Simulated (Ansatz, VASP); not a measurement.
# TiC: VASP beside Ansatz, part 2 of 2

Aim: how closely do two programs agree when they are given the same cell, functional and k mesh? The cell is taken from a series of runs on this material, whose earlier steps may have relaxed, scaled, displaced or heated it; both programs get it as it stands.

VASP 6.6.1 and Ansatz 0.2.0.

So far: Set-up; Ansatz: zone-centre phonons, LDA.

**3. VASP: zone-centre phonons, LDA**

Level of this step: LDA; plane waves and PAW (C, Ti_sv) (VASP).

The same cell, functional (in two slightly different forms), mesh and smearing now go to VASP, with its own data sets.

Lines of VASP's logs that name or quote its potential files are left out, and so is its time.

Contents of INCAR:

```
SYSTEM = TiC
PREC = Accurate
ENCUT = 600
EDIFF = 1E-08
NELM = 120
ISMEAR = 1
SIGMA = 0.2
LREAL = .FALSE.
ALGO = Normal
GGA = CA
NBANDS = 14
LASPH = .TRUE.
LORBIT = 11
LWAVE = .FALSE.
LCHARG = .FALSE.
ISIF = 2
IBRION = 8
GGA_COMPAT = .FALSE.
KPAR = 2
```

Contents of POSCAR:

```
TiC
1.0
    0.0274869729      2.1455346734      2.1239928029
    2.1455346734      0.0274869729      2.1239928029
    2.1730216463      2.1730216463      0.0000000000
C Ti
1 1
Direct
    0.5000000000      0.5000000000      0.5000000000
    0.0000000000      0.0000000000      0.0000000000
```

Contents of KPOINTS:

```
Automatic mesh
0
Gamma
16 16 16
0 0 0
```

PAW data sets: C and Ti_sv (LDA family, release 64).

Launch:

```
mpirun -np 2 vasp_std
```

Numbers of over 12 decimals in the logs are rounded to 6 here.

Log:

```text
[banner, memory and clock lines left out]
running    2 mpi-ranks, on    1 nodes
 distrk:  each k-point on    1 cores,    2 groups
 distr:  one band on    1 cores,    1 groups

 POSCAR found type information on POSCAR C Ti
 POSCAR found :  2 types and       2 ions
 LDA part: xc-table for (Slater(with rela. corr.)+CA(PZ))
 , standard interpolation
 POSCAR, INCAR and KPOINTS ok, starting setup
 FFT: planning ... GRIDC
 FFT: planning ... GRID_SOFT
 FFT: planning ... GRID
 WAVECAR not read
 entering main loop
       N       E                     dE             d eps       ncg     rms          rms(c)
DAV:   1     0.126178257176E+03    0.12618E+03   -0.89264E+03 17404   0.151E+03
DAV:   2    -0.172564195209E+02   -0.14343E+03   -0.13505E+03 18414   0.370E+02
DAV:   3    -0.256314774611E+02   -0.83751E+01   -0.81701E+01 22950   0.862E+01
DAV:   4    -0.259846672935E+02   -0.35319E+00   -0.35292E+00 21918   0.161E+01
DAV:   5    -0.259930155587E+02   -0.83483E-02   -0.83477E-02 23520   0.215E+00    0.187E+01
DAV:   6    -0.211947467459E+02    0.47983E+01   -0.13204E+01 25110   0.606E+01    0.696E+00
DAV:   7    -0.205781672918E+02    0.61658E+00   -0.23137E+00 20898   0.230E+01    0.527E+00
DAV:   8    -0.205476513343E+02    0.30516E-01   -0.11729E-01 19368   0.387E+00    0.350E+00
DAV:   9    -0.205320497677E+02    0.15602E-01   -0.10915E-01 21532   0.404E+00    0.663E-01
DAV:  10    -0.205316102997E+02    0.43947E-03   -0.10705E-02 23744   0.133E+00    0.641E-01
DAV:  11    -0.205295786950E+02    0.20316E-02   -0.49964E-03 18876   0.106E+00    0.169E-01
DAV:  12    -0.205295535446E+02    0.25150E-04   -0.34646E-04 19698   0.202E-01    0.494E-02
DAV:  13    -0.205295425228E+02    0.11022E-04   -0.24555E-05 20712   0.399E-02    0.612E-03
DAV:  14    -0.205295422545E+02    0.26830E-06   -0.71795E-07 21634   0.113E-02    0.331E-03
DAV:  15    -0.205295421816E+02    0.72929E-07   -0.24391E-07 25858   0.844E-03    0.175E-03
DAV:  16    -0.205295421622E+02    0.19388E-07   -0.79093E-08 19002   0.448E-03    0.425E-04
DAV:  17    -0.205295421614E+02    0.77375E-09   -0.18823E-09 11160   0.685E-04
   1 F= -.20529542E+02 E0= -.20529543E+02  d E =0.236782E-05
 Linear response reoptimize wavefunctions to high precision
DAV:   1    -0.205295421615E+02   -0.50022E-10   -0.36295E-10 12810   0.217E-04
 Linear response DOF=           4
 Linear response progress:
  Degree of freedom:   1/  4
       N       E                     dE             d eps       ncg     rms          rms(c)
RMM:   1    -0.125471498200E+00   -0.12547E+00   -0.53939E-02 67311   0.226E+00
RMM:   2    -0.115878932902E+00    0.95926E-02   -0.54231E-03 60517   0.556E-01    0.144E-01
RMM:   3    -0.116502736904E+00   -0.62380E-03   -0.18379E-03 62884   0.238E-01    0.658E-02
RMM:   4    -0.117484116039E+00   -0.98138E-03   -0.71568E-04 64620   0.145E-01    0.144E-02
RMM:   5    -0.117610019094E+00   -0.12590E-03   -0.14716E-04 73639   0.574E-02    0.281E-03
RMM:   6    -0.117589236639E+00    0.20782E-04   -0.20111E-05 72594   0.235E-02    0.116E-03
RMM:   7    -0.117589661116E+00   -0.42448E-06   -0.41181E-06 75379   0.109E-02    0.635E-04
RMM:   8    -0.117593104557E+00   -0.34434E-05   -0.70577E-07 73792   0.529E-03    0.336E-04
RMM:   9    -0.117591366170E+00    0.17384E-05   -0.12764E-07 75207   0.290E-03    0.113E-04
RMM:  10    -0.117591109565E+00    0.25660E-06   -0.51753E-07 73201   0.153E-03    0.638E-05
RMM:  11    -0.117591228631E+00   -0.11907E-06   -0.10603E-07 75083   0.842E-04    0.435E-05
RMM:  12    -0.117591220141E+00    0.84903E-08    0.33201E-08 77314   0.447E-04    0.353E-05
 first order change of Fermi-energy   0.48772E-03
 force on displaced ion       1 direction 1 : -10.250  -0.604   0.000
 Linear response progress:
  Degree of freedom:   2/  4
       N       E                     dE             d eps       ncg     rms          rms(c)
RMM:   1    -0.126388021368E+00   -0.12639E+00   -0.55531E-02 37212   0.236E+00
RMM:   2    -0.116392858281E+00    0.99952E-02   -0.58949E-03 33994   0.583E-01    0.147E-01
RMM:   3    -0.117023144354E+00   -0.63029E-03   -0.19675E-03 35130   0.248E-01    0.671E-02
RMM:   4    -0.118030658097E+00   -0.10075E-02   -0.72225E-04 35710   0.149E-01    0.148E-02
RMM:   5    -0.118156062995E+00   -0.12540E-03   -0.15812E-04 40943   0.602E-02    0.304E-03
RMM:   6    -0.118147759544E+00    0.83035E-05   -0.21293E-05 40311   0.248E-02    0.163E-03
RMM:   7    -0.118141464469E+00    0.62951E-05   -0.46682E-06 40935   0.118E-02    0.768E-04
RMM:   8    -0.118146066433E+00   -0.46020E-05   -0.10250E-06 40841   0.592E-03    0.363E-04
RMM:   9    -0.118143501202E+00    0.25652E-05   -0.29990E-07 41251   0.314E-03    0.132E-04
RMM:  10    -0.118143559745E+00   -0.58543E-07   -0.64998E-07 40011   0.171E-03    0.882E-05
RMM:  11    -0.118143622459E+00   -0.62714E-07   -0.22164E-07 41067   0.916E-04    0.476E-05
RMM:  12    -0.118143617791E+00    0.46687E-08    0.92017E-09 42958   0.482E-04    0.470E-05
 first order change of Fermi-energy   0.98533E-03
 force on displaced ion       1 direction 3 :   0.000   0.000 -11.234
 Linear response progress:
  Degree of freedom:   3/  4
       N       E                     dE             d eps       ncg     rms          rms(c)
RMM:   1    -0.681002263262E+00   -0.68100E+00    0.78509E+00 30876   0.131E+02
RMM:   2    -0.656457096186E+00    0.24545E-01   -0.23589E-01 52418   0.499E+00    0.225E-01
RMM:   3    -0.655558382191E+00    0.89871E-03   -0.18508E-02 62834   0.118E+00    0.110E-01
RMM:   4    -0.654836430356E+00    0.72195E-03   -0.74218E-03 69125   0.510E-01    0.214E-02
RMM:   5    -0.655381536255E+00   -0.54511E-03   -0.11602E-03 73166   0.205E-01    0.997E-03
RMM:   6    -0.655702157407E+00   -0.32062E-03   -0.30894E-04 73719   0.891E-02    0.704E-03
RMM:   7    -0.656154027519E+00   -0.45187E-03   -0.78098E-05 65485   0.484E-02    0.505E-03
RMM:   8    -0.656068064944E+00    0.85963E-04   -0.39642E-05 72027   0.247E-02    0.719E-04
RMM:   9    -0.656034355724E+00    0.33709E-04   -0.22137E-05 74396   0.141E-02    0.856E-04
RMM:  10    -0.656065989410E+00   -0.31634E-04   -0.15958E-05 70937   0.844E-03    0.100E-04
RMM:  11    -0.656071265921E+00   -0.52765E-05   -0.12909E-05 77182   0.559E-03    0.510E-05
RMM:  12    -0.656072238468E+00   -0.97255E-06   -0.96516E-06 76508   0.388E-03    0.800E-05
RMM:  13    -0.656076468848E+00   -0.42304E-05   -0.77359E-06 70149   0.298E-03    0.104E-05
RMM:  14    -0.656075619160E+00    0.84969E-06   -0.69704E-06 74254   0.231E-03    0.467E-05
RMM:  15    -0.656074924626E+00    0.69453E-06   -0.56586E-06 72638   0.188E-03    0.837E-05
RMM:  16    -0.656076545864E+00   -0.16212E-05   -0.45259E-06 66295   0.158E-03    0.512E-05
RMM:  17    -0.656076911814E+00   -0.36595E-06   -0.38265E-06 73612   0.132E-03    0.475E-05
RMM:  18    -0.656077184221E+00   -0.27241E-06   -0.31310E-06 71483   0.113E-03    0.462E-05
RMM:  19    -0.656077302189E+00   -0.11797E-06   -0.25643E-06 72948   0.973E-04    0.546E-05
 first order change of Fermi-energy  -0.42034E-03
 force on displaced ion       2 direction 1 : -10.271  -0.603   0.000
 Linear response progress:
  Degree of freedom:   4/  4
       N       E                     dE             d eps       ncg     rms          rms(c)
RMM:   1    -0.667528735939E+00   -0.66753E+00    0.91691E+00 17536   0.132E+02
RMM:   2    -0.642741823692E+00    0.24787E-01   -0.23765E-01 29310   0.497E+00    0.227E-01
RMM:   3    -0.641791575024E+00    0.95025E-03   -0.18705E-02 34941   0.118E+00    0.111E-01
RMM:   4    -0.641031929920E+00    0.75965E-03   -0.75814E-03 38336   0.510E-01    0.216E-02
RMM:   5    -0.641552646544E+00   -0.52072E-03   -0.11990E-03 40539   0.203E-01    0.103E-02
RMM:   6    -0.641861537616E+00   -0.30889E-03   -0.30249E-04 40768   0.870E-02    0.758E-03
RMM:   7    -0.642122244010E+00   -0.26071E-03   -0.77112E-05 37833   0.433E-02    0.283E-03
RMM:   8    -0.642303615999E+00   -0.18137E-03   -0.36008E-05 38784   0.244E-02    0.264E-03
RMM:   9    -0.642206935142E+00    0.96681E-04   -0.20682E-05 38094   0.144E-02    0.682E-04
RMM:  10    -0.642225987777E+00   -0.19053E-04   -0.13500E-05 41297   0.833E-03    0.263E-04
RMM:  11    -0.642238777250E+00   -0.12789E-04   -0.11253E-05 40666   0.543E-03    0.550E-05
RMM:  12    -0.642237272550E+00    0.15047E-05   -0.84363E-06 42865   0.378E-03    0.789E-05
RMM:  13    -0.642236292387E+00    0.98016E-06   -0.67921E-06 41774   0.284E-03    0.141E-04
RMM:  14    -0.642238450573E+00   -0.21582E-05   -0.54601E-06 38821   0.226E-03    0.104E-04
RMM:  15    -0.642239393333E+00   -0.94276E-06   -0.45731E-06 39938   0.184E-03    0.896E-05
RMM:  16    -0.642239766460E+00   -0.37313E-06   -0.35577E-06 42569   0.152E-03    0.901E-05
RMM:  17    -0.642239775792E+00   -0.93322E-08   -0.30957E-06 38952   0.130E-03    0.105E-04
 first order change of Fermi-energy  -0.71596E-03
 force on displaced ion       2 direction 3 :   0.000   0.000 -11.256
 Linear response finished
```

OUTCAR, selected parts (step 3):

```text
ion  position               nearest neighbor table
   1  0.500  0.500  0.500-   2 2.12   2 2.12   2 2.15   2 2.15   2 2.15   2 2.15
   2  0.000  0.000  0.000-   1 2.12   1 2.12   1 2.15   1 2.15   1 2.15   1 2.15

  LATTYP: Found a body centered orthorhombic cell.
 ALAT       =     2.9953717838
 B/A-ratio  =     1.0259550084
 C/A-ratio  =     1.4181830879

 Subroutine GETGRP returns: Found  8 space group operations
 (whereof  8 operations were pure point group operations)

The static configuration has the point symmetry D_2h.

 Found    621 irreducible k-points:

   k-points           NKPTS =    621   k-points in BZ     NKDIM =    621   number of bands    NBANDS=     14

   dimension x,y,z NGX =    24 NGY =   24 NGZ =   28
   dimension x,y,z NGXF=    48 NGYF=   48 NGZF=   56

   ENCUT  =  600.0 eV  44.10 Ry    6.64 a.u.   6.03  6.03  6.14*2*pi/ulx,y,z

   NELECT =      16.0000    total number of electrons

 k-points in reciprocal lattice and weights: Automatic mesh
   0.00000000  0.00000000  0.00000000       0.000
   0.06250000  0.00000000  0.00000000       0.001
   0.12500000  0.00000000  0.00000000       0.001
   0.18750000  0.00000000  0.00000000       0.001
   0.25000000  0.00000000  0.00000000       0.001
   0.31250000  0.00000000  0.00000000       0.001
   0.37500000  0.00000000  0.00000000       0.001
   0.43750000  0.00000000  0.00000000       0.001
   0.50000000  0.00000000  0.00000000       0.000
[...]
0.25000000  0.25000000  0.50000000       0.000
  -0.25000000  0.25000000  0.50000000       0.000

 average (electrostatic) potential at core
       1 -48.2924       2 -70.6239

  Total       -0.4744713     -0.4744713      0.0757716     -0.5422286      0.0000000      0.0000000
  in kB      -38.8810219    -38.8810219      6.2091774    -44.4334646      0.0000000      0.0000000
  external PRESSURE =     -23.8509555 kB  Pullay stress =       0.0000000 kB

  energy-cutoff  :      600.00
  volume of cell :       19.55
      direct lattice vectors                 reciprocal lattice vectors
     0.027486973  2.145534673  2.123992803    -0.236066449  0.236066449  0.235405694
     2.145534673  0.027486973  2.123992803     0.236066449 -0.236066449  0.235405694
     2.173021646  2.173021646  0.000000000     0.230094349  0.230094349 -0.235405694

 POSITION                                       TOTAL-FORCE (eV/Angst)
 -----------------------------------------------------------------------------------
      2.17302      2.17302      2.12399         0.000000      0.000000      0.000000
      0.00000      0.00000      0.00000        -0.000000      0.000000     -0.000000
 -----------------------------------------------------------------------------------
    total drift:                                0.000000     -0.000000     -0.000000

 Eigenvectors and eigenvalues of the dynamical matrix
 ----------------------------------------------------

   1 f  =   16.912980 THz   106.267390 2PiTHz  564.156302 cm-1    69.946435 meV
             X         Y         Z           dx          dy          dz
      2.173022  2.173022  2.123993    -0.000000   -0.000000    0.893950
      0.000000  0.000000  0.000000     0.000000    0.000000   -0.448167

   2 f  =   16.624481 THz   104.454693 2PiTHz  554.532987 cm-1    68.753297 meV
             X         Y         Z           dx          dy          dz
      2.173022  2.173022  2.123993     0.632125    0.632125    0.000000
      0.000000  0.000000  0.000000    -0.316888   -0.316888   -0.000000

   3 f  =   15.672645 THz    98.474132 2PiTHz  522.783160 cm-1    64.816822 meV
             X         Y         Z           dx          dy          dz
      2.173022  2.173022  2.123993     0.632093   -0.632093    0.000000
      0.000000  0.000000  0.000000    -0.316951    0.316951   -0.000000

   4 f/i=    0.005996 THz     0.037675 2PiTHz    0.200011 cm-1     0.024798 meV
             X         Y         Z           dx          dy          dz
      2.173022  2.173022  2.123993    -0.316888   -0.316888    0.000000
      0.000000  0.000000  0.000000    -0.632125   -0.632125    0.000000

   5 f/i=    0.006463 THz     0.040606 2PiTHz    0.215571 cm-1     0.026727 meV
             X         Y         Z           dx          dy          dz
      2.173022  2.173022  2.123993     0.000000    0.000000    0.448167
      0.000000  0.000000  0.000000     0.000000    0.000000    0.893950

   6 f/i=    0.007208 THz     0.045288 2PiTHz    0.240428 cm-1     0.029809 meV
             X         Y         Z           dx          dy          dz
      2.173022  2.173022  2.123993     0.316951   -0.316951    0.000000
      0.000000  0.000000  0.000000     0.632093   -0.632093    0.000000

 ELASTIC MODULI CONTR FROM IONIC RELAXATION (kBar)
 Direction    XX          YY          ZZ          XY          YZ          ZX
 --------------------------------------------------------------------------------
 XX           0.0000      0.0000      0.0000      0.0000      0.0000      0.0000
 YY           0.0000      0.0000      0.0000      0.0000      0.0000      0.0000
 ZZ           0.0000      0.0000      0.0000      0.0000      0.0000      0.0000
 XY           0.0000      0.0000      0.0000      0.0000      0.0000      0.0000
 YZ           0.0000      0.0000      0.0000      0.0000      0.0000      0.0000
 ZX           0.0000      0.0000      0.0000      0.0000      0.0000      0.0000
 --------------------------------------------------------------------------------
```

Energies printed during the response cycles are not total energies of the cell.

**4. Comparison**

Known differences besides the potentials themselves: the two LDA forms differ slightly; the cutoff is 420 eV in Ansatz and 600 eV in VASP; VASP's log shows a relativistic correction to its local exchange, Ansatz's none. Total energies have different zeros and are not compared.

Both answers:

```
             quantity  Ansatz   VASP  difference
optical mode 1 (cm⁻¹)   520.0  522.8     -0.53 %
optical mode 2 (cm⁻¹)   550.5  554.5     -0.73 %
optical mode 3 (cm⁻¹)   561.3  564.2     -0.50 %
```

Modes are paired by rising frequency, not by their patterns, so a pair may set unlike modes beside each other; they are those without the splitting of longitudinal modes.

**5. Summary of results**

```yaml
r_m_s_difference_of_the_optical_zone_centre_modes_each_program_s_sorted_by_frequency_zone_centre_phonons_lda: 3.3 cm⁻¹
difference_in_optical_mode_2_zone_centre_phonons_lda: -0.7 %
```

The r.m.s. difference of the optical zone-centre modes, each program's sorted by frequency is 3.3 cm⁻¹ (zone-centre phonons, LDA). Among the rows given in per cent, the largest difference of the zone-centre phonons, LDA pair is in optical mode 2, -0.7 %. How closely two codes agree says nothing of how well the functional describes the real material.

[Lines on the potential files, build, host, timing and source positions are cut from VASP's logs without a mark.]

[Logs are printed without paths, hosts, clocks, repeated set-up lines and the standing remarks that a program may print on its own settings, such as how far it seeks lower states.]

[Hosts, paths, dates, database ids (printed as entryN), source tags and the programs' standing remarks are cut or masked in the printed files.]
